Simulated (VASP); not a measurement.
Consider the following.

```xyz
96
Lattice="10.1254 0.0000 0.0000 0.0000 10.1254 0.0000 0.0000 0.0000 10.1254" Properties=species:S:1:pos:R:3 pbc="T T T"
Hf     5.0151    10.1228    10.1136
Hf     7.6020     2.5086    10.1029
Hf     7.6052    10.1023     2.5056
Hf     0.0616     0.0770     0.0733
Hf     2.5661     2.5510    10.0947
Hf     5.0564     5.0072    10.1068
Hf     7.5933     7.6153     0.0126
Hf     2.5621    10.1038     2.5389
Hf     5.1170     2.4720     2.4711
Hf     7.5775     5.0513     2.5361
Hf     5.0486    10.1011     5.0211
Hf     7.5753     2.5472     5.0421
Hf     7.5916     0.0190     7.6136
Hf    10.1151     5.0000    10.1010
Hf     2.5270     7.6006    10.0839
Hf     0.0305     2.5555     2.5458
Hf     2.4171     5.1689     2.4622
Hf     5.0651     7.5171     2.5414
Hf    10.1042    10.0974     5.0097
Hf     2.4283     2.4671     5.1622
Hf     5.1599     5.1720     5.1655
Hf     7.6435     7.6232     5.0684
Hf     2.5245    10.0820     7.5949
Hf     5.0750     2.5476     7.5124
Hf     7.6551     5.0601     7.6184
Hf    10.0885     7.6183     2.4710
Hf    10.1123     5.0470     5.0493
Hf     2.5453     7.5694     5.0635
Hf    10.0981     2.4643     7.6143
Hf     2.5512     5.0600     7.5656
Hf     5.1533     7.6097     7.6347
Hf    10.0801     7.6287     7.6466
O      6.4478     1.0215     1.0180
O      8.8344     3.6438     3.6402
O      8.7942     3.9700     1.1025
O      1.2896     6.5505     3.5804
O      8.7841     1.0945     3.9746
O      1.3038     3.5750     6.5572
O      1.3569     1.1810     1.1661
O      3.7534     3.9480     1.1412
O      6.3323     6.4899     3.7500
O      6.2297     6.0990     1.2147
O      8.8593     8.7049     3.6445
O      8.8516     9.0244     1.0994
O      1.2554     1.4022     3.7008
O      3.7448     1.1488     3.9539
O      6.3521     3.7452     6.4720
O      6.2955     3.9600     3.9488
O      8.9520     6.4536     6.4668
O      8.7904     6.1545     3.9622
O      1.3185     8.6096     6.5071
O      6.2498     1.2052     6.1060
O      8.8503     3.6273     8.7060
O      8.8013     3.9472     6.1607
O      1.3248     6.4845     8.6092
O      8.8438     1.0917     9.0231
O      1.2677     3.7036     1.4064
O      1.2055     6.2502     1.0509
O      3.7947     8.6797     3.6396
O      3.7375     9.0123     1.0947
O      6.4022     1.4247     3.5610
O      1.3824     3.9613     3.9665
O      3.8624     6.4993     6.4974
O      3.7597     6.0608     3.9332
O      6.3420     8.7822     6.4854
O      6.4143     9.0378     3.9667
O      8.7325     1.4374     6.5106
O      1.2259     1.0496     6.2310
O      3.7923     3.6332     8.6703
O      3.7663     3.9293     6.0547
O      6.3452     6.4679     8.7967
O      6.4624     6.2623     6.2770
O      8.7846     8.7163     8.7145
O      8.8330     9.0243     6.1976
O      1.2723     1.3961     8.7682
O      3.7310     1.0971     9.0139
O      6.3897     3.5667     1.4135
O      6.3920     3.9497     9.0138
O      8.7213     6.5143     1.4584
O      8.8359     6.1855     9.0339
O      1.2791     8.7779     1.4094
O      1.3574     9.0322     3.9680
O      3.6647     1.4339     6.5393
O      1.4831     6.0214     6.0253
O      3.7840     8.7022     8.6977
O      3.7227     9.0540     6.1467
O      6.3737     1.4553     8.6254
O      1.3441     3.9524     9.0263
O      3.6518     6.5375     1.4468
O      3.7386     6.1502     9.0539
O      6.3765     8.6265     1.4612
O      6.3544     9.0277     9.0358
O      8.8825     1.4329     1.4217
O      1.2844     9.0255     9.0333
O      3.8232     1.3869     1.3867
F      3.7464     3.5820     3.5708
```
Cell charge -1.

Calculation: PBE GGA, VASP's PBE PAW potentials (set 64) (plane waves; VASP). Settings: PREC = Normal, LREAL = Auto, ISYM = 0, NELECT = 514.0, EDIFF = 1E-5, 400 eV cut-off, 1×1×1 Γ-centred mesh, Gaussian smearing of 0.050 eV, potentials Hf O F.

At this cut-off the stress carries a Pulay error, which pulls relaxed volumes low. The cell is charged, with a uniform compensating background. The supercell is sampled at Γ alone, which is coarse: total energies, pressure and levels can be off, energies of defects by several tenths of an eV.

Q: The ions are relaxed. Which structure does the run end with?

A: 
```xyz
96
Lattice="10.1254 0.0000 0.0000 0.0000 10.1254 0.0000 0.0000 0.0000 10.1254" Properties=species:S:1:pos:R:3 pbc="T T T"
Hf     5.0456     0.0149     0.0163
Hf     7.6186     2.5447    10.1166
Hf     7.6179    10.1130     2.5491
Hf     0.0247     0.0200     0.0226
Hf     2.5500     2.5367    10.1173
Hf     5.0630     5.0614    10.1031
Hf     7.5881     7.6107     0.0097
Hf     2.5488    10.1159     2.5372
Hf     5.1777     2.4590     2.4615
Hf     7.5808     5.0813     2.5380
Hf     5.0630    10.1037     5.0628
Hf     7.5847     2.5368     5.0843
Hf     7.5895     0.0089     7.6123
Hf    10.1217     5.0254    10.1002
Hf     2.5354     7.5997    10.1041
Hf    10.1100     2.5465     2.5490
Hf     2.4439     5.1220     2.4572
Hf     5.0817     7.5687     2.5194
Hf    10.1243    10.0975     5.0295
Hf     2.4459     2.4561     5.1227
Hf     5.1287     5.1330     5.1330
Hf     7.6250     7.6134     5.0879
Hf     2.5359    10.1029     7.6014
Hf     5.0839     2.5188     7.5699
Hf     7.6254     5.0867     7.6140
Hf    10.1095     7.6070     2.5064
Hf     0.0000     5.0633     5.0634
Hf     2.5437     7.5634     5.0514
Hf    10.1135     2.5069     7.6107
Hf     2.5442     5.0509     7.5633
Hf     5.0813     7.6156     7.6163
Hf     0.0109     7.6139     7.6148
O      6.3579     1.1303     1.1327
O      8.7500     3.6394     3.6410
O      8.8267     3.9683     1.1224
O      1.3020     6.5077     3.6083
O      8.8289     1.1202     3.9710
O      1.3029     3.6080     6.5079
O      1.3240     1.1181     1.1192
O      3.7617     3.9762     1.1008
O      6.3576     6.4731     3.6923
O      6.3175     6.1782     1.1405
O      8.8394     8.7149     3.6542
O      8.8369     9.0236     1.1133
O      1.3025     1.4157     3.6428
O      3.7633     1.1011     3.9761
O      6.3582     3.6917     6.4732
O      6.2093     3.9074     3.9080
O      8.8651     6.4909     6.4915
O      8.8116     6.1734     3.9635
O      1.3282     8.6698     6.4801
O      6.3195     1.1396     6.1799
O      8.8392     3.6518     8.7167
O      8.8124     3.9635     6.1746
O      1.3289     6.4794     8.6695
O      8.8378     1.1108     9.0262
O      1.3007     3.6415     1.4164
O      1.2646     6.1882     1.0805
O      3.7733     8.6534     3.6431
O      3.7627     9.0216     1.1098
O      6.4008     1.3948     3.6488
O      1.3111     3.9534     3.9541
O      3.8166     6.4734     6.4737
O      3.7419     6.0332     3.9311
O      6.3812     8.7278     6.5051
O      6.3886     9.0067     3.9729
O      8.7708     1.4455     6.5051
O      1.2670     1.0801     6.1895
O      3.7732     3.6422     8.6531
O      3.7421     3.9312     6.0330
O      6.3812     6.5036     8.7285
O      6.4198     6.2189     6.2197
O      8.7985     8.7019     8.7038
O      8.8309     9.0342     6.1843
O      1.3161     1.4150     8.7058
O      3.7637     1.1092     9.0226
O      6.3992     3.6465     1.3954
O      6.3887     3.9710     9.0073
O      8.7682     6.5019     1.4459
O      8.8309     6.1822     9.0353
O      1.3145     8.7044     1.4164
O      1.3331     9.0150     3.9573
O      3.7150     1.4192     6.5182
O      1.3594     6.1306     6.1308
O      3.7477     8.7071     8.7081
O      3.7668     9.0047     6.1764
O      6.3857     1.4426     8.7084
O      1.3324     3.9557     9.0153
O      3.7130     6.5177     1.4199
O      3.7673     6.1761     9.0046
O      6.3848     8.7066     1.4443
O      6.3524     9.0353     9.0365
O      8.8116     1.4319     1.4347
O      1.2829     9.0116     9.0126
O      3.7606     1.4283     1.4292
F      3.6375     3.4990     3.4989
```
Cell charge -1.

Q: How much energy does the relaxation gain?

A: The energy (σ→0) changes by -3.9 meV/atom, in 57 ionic steps.

```csv
step,E(σ→0) (eV),max force (eV/Å),pressure (GPa),volume (Å³)
1,-959.0535,0.538,2.61,1038.09
2,-959.0800,0.863,2.36,1038.09
3,-959.1256,0.393,2.44,1038.09
4,-959.1853,0.368,2.23,1038.09
5,-959.1863,0.425,2.23,1038.09
6,-959.2424,0.341,2.14,1038.09
7,-959.2745,0.328,2.06,1038.09
8,-959.3235,0.207,2.04,1038.09
9,-959.3280,0.294,2.04,1038.09
10,-959.3721,0.175,1.95,1038.09
11,-959.3810,0.216,1.91,1038.09
12,-959.3963,0.244,1.87,1038.09
13,-959.3968,0.203,1.88,1038.09
14,-959.4066,0.121,1.89,1038.09
15,-959.4067,0.111,1.89,1038.09
16,-959.4118,0.105,1.92,1038.09
17,-959.4118,0.106,1.93,1038.09
18,-959.4156,0.066,1.95,1038.09
19,-959.4158,0.069,1.97,1038.09
20,-959.4184,0.150,1.96,1038.09
21,-959.4185,0.183,1.97,1038.09
22,-959.4205,0.080,1.97,1038.09
23,-959.4207,0.118,1.98,1038.09
24,-959.4224,0.093,1.99,1038.09
25,-959.4226,0.107,1.99,1038.09
```

The cell is a supercell with a defect, built from HfO2 (fluorite, the high-temperature cubic form, which is unstable at 0 K; the monoclinic form is the stable one): F_O, charge -1. The run is not spin-polarised, so no state with unpaired spins was tried.
